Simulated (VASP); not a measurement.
Given:

```
GeP3
1.0
    3.56946     2.06083     3.48535
   -3.56946     2.06083     3.48535
    0.00000    -4.12166     3.48535
Ge P
2 6
Direct
  0.73653   0.73653   0.73653
  0.26347   0.26347   0.26347
  0.21069   0.21069   0.73177
  0.78931   0.78931   0.26823
  0.73177   0.21069   0.21069
  0.26823   0.78931   0.78931
  0.21069   0.73177   0.21069
  0.78932   0.26823   0.78931
```

Computed with PBEsol GGA, VASP's PBE PAW potentials (set 64) (plane waves; VASP 6.6.1). Numerical set-up: 300 eV cut-off, 5×5×5 Γ-centred mesh, Fermi-Dirac smearing of 0.14 eV, potentials Ge_d P.

At this cut-off the stress carries a Pulay error, which pulls relaxed volumes low.

Q: Estimate the energy per atom (σ→0), pressure, band gap (on the k-mesh) with the smallest direct gap where there is one.

A: 
```json
{
 "band gap (on the k-mesh)": "none (metal, semimetal or under 0.01 eV)",
 "energy per atom (σ→0)": "-5.561 eV/atom",
 "pressure": "-5.36 GPa"
}
```

The structure comes from a computed database's GeP3 entry (R-3m); how it stands against other phases isn't given here. The cell was not relaxed at this level.
